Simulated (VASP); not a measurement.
# Ca: relaxation of cell and atoms with LDA

Ca:

```xyz
1
Lattice="0.0000 2.7942 2.7942 2.7942 0.0000 2.7942 2.7942 2.7942 0.0000" Properties=species:S:1:pos:R:3 pbc="T T T"
Ca    0.0000    0.0000    0.0000
```

| Property | Result |
| --- | --- |
| Program | VASP 6.6.1 |
| Task | relaxation of cell and atoms |
| Functional | LDA |
| Potentials or basis | VASP PAW LDA potentials, release 64 (Ca_sv) |
| Cutoff | 600 eV |
| k mesh | 12 × 12 × 12 |
| Occupations | methfessel-paxton, width 0.1 eV |
| Spin | no spin polarisation |
| Further INCAR settings | ALGO = Normal; EDIFF = 1e-06; IBRION = 2; EDIFFG = -0.01; NSW = 90; ISIF = 3 |

```yaml
Relaxed_volume: 37.95 Å³/atom
Relaxed_cell: a = 3.772 Å, b = 3.772 Å, c = 3.772 Å, α = 60.00°, β = 60.00°, γ = 60.00°
Space_group_after_relaxing_to_0.05_Å: Fm-3m (No. 225)
Energy_gained_by_relaxing: 40.5 meV/atom
Ionic_steps: 4
Pressure_after_relaxing: 0.0 GPa
Band_gap_on_the_k_mesh: none (metal or under the smearing width)
```

The path:
| step | energy change (eV) | largest force (eV/Å) | pressure (GPa) | volume (Å³) |
| --- | --- | --- | --- | --- |
| 1 | 0.0000 | 0.0000 | -2.11 | 43.63 |
| 2 | -0.0341 | 0.0000 | -0.93 | 40.10 |
| 3 | -0.0405 | 0.0000 | -0.08 | 38.13 |
| 4 | -0.0405 | 0.0000 | 0.01 | 37.95 |

Final structure:
```
CELL_PARAMETERS angstrom
0.00000 2.66726 2.66726
2.66726 0.00000 2.66726
2.66726 2.66726 0.00000
ATOMIC_POSITIONS crystal
Ca 0.00000 0.00000 0.00000
```

Levels at points of the mesh, in eV from the Fermi level:
| k point | band 1 | band 2 | band 3 | band 4 | band 5 | band 6 | band 7 | band 8 | band 9 |
| --- | --- | --- | --- | --- | --- | --- | --- | --- | --- |
| (0.00, 0.00, 0.00) | -41.33 | -22.52 | -22.52 | -22.52 | -4.21 | 2.34 | 2.34 | 2.34 | 3.55 |
| (0.50, 0.00, 0.00) | -41.30 | -22.73 | -22.55 | -22.55 | -1.09 | -0.01 | 2.22 | 2.22 | 4.34 |
| (0.50, 0.50, 0.00) | -41.30 | -22.72 | -22.60 | -22.60 | -0.61 | 0.42 | 1.21 | 4.33 | 4.54 |

It took 25 s on 1 thread of Intel(R) Xeon(R) 6975P-C (Granite Rapids), with other jobs on the host, peak memory 0.18 GiB.

Caveat: the volume moved by -13 % from the deposited cell, more than functionals usually miss. LDA usually gives volumes a few per cent too small.
